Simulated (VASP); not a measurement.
All values below come from vdW-DF-cx, VASP's PBE PAW potentials (set 64) (plane waves; VASP).

Input for VASP

INCAR:
```
AGGAC  =  0.0
ALGO  =  Normal
EDIFF  =  1E-7
ENCUT  =  520
GGA  =  CX
ISIF  =  2
ISMEAR  =  -5
LASPH  =  .TRUE.
LCHARG  =  .TRUE.
LMAXMIX  =  6
LORBIT  =  11
LREAL  =  .FALSE.
LUSE_VDW  =  .TRUE.
LWAVE  =  .FALSE.
NEDOS  =  601
NELM  =  100
PREC  =  Accurate
SYSTEM  =  Gd
```

### KPOINTS
```
Regular mesh
0
Gamma
 13 13 7
```

**POSCAR**
```
Gd
1
    1.7834993614    -3.0891113048    -0.0000000000
    1.7834993614     3.0891113048     0.0000000000
    0.0000000000    -0.0000000000     5.6250939413
Gd
2
Direct
  0.3333330000   0.6666670000   0.2500000000
  0.6666670000   0.3333330000   0.7500000000
```

POTCAR, in this order: Gd_3 (PBE.64 set). Program: vasp_std.

Output

OUTCAR:
```
 ion  position               nearest neighbor table
   1  0.333  0.667  0.250-   2 3.49   2 3.49   2 3.49   2 3.49   2 3.49   2 3.49
   2  0.667  0.333  0.750-   1 3.49   1 3.49   1 3.49   1 3.49   1 3.49   1 3.49
  LATTYP: Found a hexagonal cell.
 ALAT       =     3.5669985458
 C/A-ratio  =     1.5769824039
 Subroutine PRICEL returns:
 Original cell was already a primitive cell.
 Subroutine GETGRP returns: Found 24 space group operations
The static configuration has the point symmetry D_3d.
 The point group associated with its full space group is D_6h.
The dynamic configuration has the point symmetry D_3d.
 Subroutine INISYM returns: Found 24 space group operations
 Subroutine IBZKPT returns following result:
 Found     84 irreducible k-points:

 Following reciprocal coordinates:
            Coordinates               Weight
  0.000000  0.000000  0.000000      1.000000
  0.076923  0.000000  0.000000      6.000000
  0.153846 -0.000000  0.000000      6.000000
  0.230769  0.000000  0.000000      6.000000
  0.307692 -0.000000  0.000000      6.000000
  0.384615 -0.000000  0.000000      6.000000
  0.461538  0.000000  0.000000      6.000000
  0.076923  0.076923  0.000000      6.000000
  0.153846  0.076923  0.000000     12.000000
  0.230769  0.076923  0.000000     12.000000
  0.307692  0.076923  0.000000     12.000000
  0.384615  0.076923  0.000000     12.000000
  0.461538  0.076923  0.000000      6.000000
  0.153846  0.153846  0.000000      6.000000
  0.230769  0.153846  0.000000     12.000000
  0.307692  0.153846  0.000000     12.000000
  0.384615  0.153846  0.000000     12.000000
  0.230769  0.230769  0.000000      6.000000
  0.307692  0.230769  0.000000     12.000000
  0.384615  0.230769  0.000000      6.000000
  0.307692  0.307692  0.000000      6.000000
  0.000000  0.000000  0.142857      2.000000
  0.076923  0.000000  0.142857     12.000000
  0.153846 -0.000000  0.142857     12.000000
  0.230769  0.000000  0.142857     12.000000
  0.307692 -0.000000  0.142857     12.000000
  0.384615 -0.000000  0.142857     12.000000
  0.461538  0.000000  0.142857     12.000000
  0.076923  0.076923  0.142857     12.000000
  0.153846  0.076923  0.142857     24.000000
  0.230769  0.076923  0.142857     24.000000
  0.307692  0.076923  0.142857     24.000000
  0.384615  0.076923  0.142857     24.000000
  0.461538  0.076923  0.142857     12.000000
  0.153846  0.153846  0.142857     12.000000
  0.230769  0.153846  0.142857     24.000000
  0.307692  0.153846  0.142857     24.000000
  0.384615  0.153846  0.142857     24.000000
  0.230769  0.230769  0.142857     12.000000
  0.307692  0.230769  0.142857     24.000000
   k-points           NKPTS =     84   k-points in BZ     NKDIM =     84   number of bands    NBANDS=     13
   number of dos      NEDOS =    601   number of ions     NIONS =      2
   total plane-waves  NPLWV =  32928
   dimension x,y,z NGX =    28 NGY =   28 NGZ =   42
   dimension x,y,z NGXF=    56 NGYF=   56 NGZF=   84
   ions per type =               2
   PREC   = accura    normal or accurate (medium, high low for compatibility)
   ISTART =      0    job   : 0-new  1-cont  2-samecut
   ICHARG =      2    charge: 1-file 2-atom 10-const
   ISPIN  =      1    spin polarized calculation?
   LNONCOLLINEAR =      F non collinear calculations
   LSORBIT =      F    spin-orbit coupling
   INIWAV =      1    electr: 0-lowe 1-rand  2-diag
   ENCUT  =  520.0 eV  38.22 Ry    6.18 a.u.   6.63  6.63 10.46*2*pi/ulx,y,z
   NELM   =    100;   NELMIN=  2; NELMDL= -5     # of ELM steps
   EDIFF  = 0.1E-06   stopping-criterion for ELM
   LREAL  =      F    real-space projection
...
```

### OSZICAR
```
       N       E                     dE             d eps       ncg     rms          rms(c)
DAV:   1     0.447764220008E+02    0.44776E+02   -0.89255E+03  2184   0.123E+03
DAV:   2    -0.277001405205E+01   -0.47546E+02   -0.46532E+02  2454   0.241E+02
DAV:   3    -0.445463835192E+01   -0.16846E+01   -0.16107E+01  2942   0.279E+01
DAV:   4    -0.448692226156E+01   -0.32284E-01   -0.32204E-01  2652   0.381E+00
DAV:   5    -0.448776966985E+01   -0.84741E-03   -0.84420E-03  3141   0.460E-01    0.231E+01
DAV:   6    -0.449326090180E+01   -0.54912E-02   -0.20576E-02  2477   0.116E+00    0.139E+01
DAV:   7    -0.450468173271E+01   -0.11421E-01   -0.37990E-02  2359   0.158E+00    0.222E-01
DAV:   8    -0.450441867024E+01    0.26306E-03   -0.21971E-03  2584   0.347E-01    0.640E-02
DAV:   9    -0.450443570374E+01   -0.17034E-04   -0.21713E-04  2893   0.106E-01    0.341E-02
DAV:  10    -0.450443343755E+01    0.22662E-05   -0.33109E-05  2580   0.417E-02    0.399E-02
DAV:  11    -0.450443416073E+01   -0.72318E-06   -0.54162E-06  2569   0.161E-02    0.170E-03
DAV:  12    -0.450443417904E+01   -0.18304E-07   -0.32307E-07  2699   0.387E-03
   1 F= -.45044342E+01 E0= -.45044342E+01  d E =0.000000E+00
```

### OUTCAR
```
------------------------ aborting loop because EDIFF is reached ----------------------------------------
  FORCE on cell =-STRESS in cart. coord.  units (eV):
  Direction    XX          YY          ZZ          XY          YZ          ZX
  --------------------------------------------------------------------------------------
  Total       -0.0977881     -0.0977881     -0.0168458      0.0000000      0.0000000      0.0000000
  in kB       -2.5277283     -2.5277280     -0.4354477      0.0000000      0.0000000      0.0000000
  external PRESSURE =      -1.8303013 kB  Pullay stress =       0.0000000 kB
  volume of cell :       61.98
      direct lattice vectors                 reciprocal lattice vectors
     1.783499361 -3.089111305  0.000000000     0.280347731 -0.161858849  0.000000000
     1.783499361  3.089111305  0.000000000     0.280347731  0.161858849  0.000000000
     0.000000000  0.000000000  5.625093941     0.000000000  0.000000000  0.177774809
 POSITION                                       TOTAL-FORCE (eV/Angst)
 -----------------------------------------------------------------------------------
      1.78350      1.02971      1.40627         0.000000     -0.000000      0.000000
      1.78350     -1.02971      4.21882        -0.000000      0.000000      0.000000
 -----------------------------------------------------------------------------------
    total drift:                               -0.000003      0.000109     -0.000011
  FREE ENERGIE OF THE ION-ELECTRON SYSTEM (eV)
  ---------------------------------------------------
  free  energy   TOTEN  =        -4.5044341790 eV

  energy  without entropy=       -4.5044341790  energy(sigma->0) =       -4.50443418

 total charge

# of ion       s       p       d       tot
------------------------------------------
    1        0.362   6.247   1.183   7.791
    2        0.362   6.247   1.183   7.791
--------------------------------------------------
tot          0.723  12.493   2.366  15.583
```
(Selected blocks of OUTCAR.)

The 4f electrons are frozen in the core of the lanthanide potential, so 4f levels, which can set the real gap, and their magnetism are missing. For a metal the tetrahedron method with Blöchl corrections gives inexact stress and forces.

The compound is Gd in the hcp structure. It was relaxed first, which changed the volume by -6 %.
